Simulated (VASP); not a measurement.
Consider the following.

```
CELL_PARAMETERS angstrom
      3.18870     0.00000     0.00000
     -1.59435     2.76150     0.00000
      0.00000     0.00000    10.25967
ATOMIC_POSITIONS crystal
  Cd 0.00000 0.00000 0.00000
  Cd 0.00000 0.00000 0.50000
  Cd 0.33333 0.66667 0.25000
  Cd 0.66667 0.33333 0.75000
```

Computed with PBE GGA, VASP's PBE PAW potentials (set 64) (plane waves; VASP). Run with 300 eV cut-off, 8×8×3 Γ-centred mesh, Gaussian smearing of 0.10 eV, potentials Cd.

Problem. Predict the energy per atom (σ→0), band gap (on the k-mesh) with the smallest direct gap where there is one.

Solution. 
* **band gap (on the k-mesh)**: none (metal, semimetal or under 0.01 eV)
* **energy per atom (σ→0)**: -0.751 eV/atom

The structure was generated: Cd was put into an ordered model structure, which need not be its known phase. The cell was not relaxed at this level.
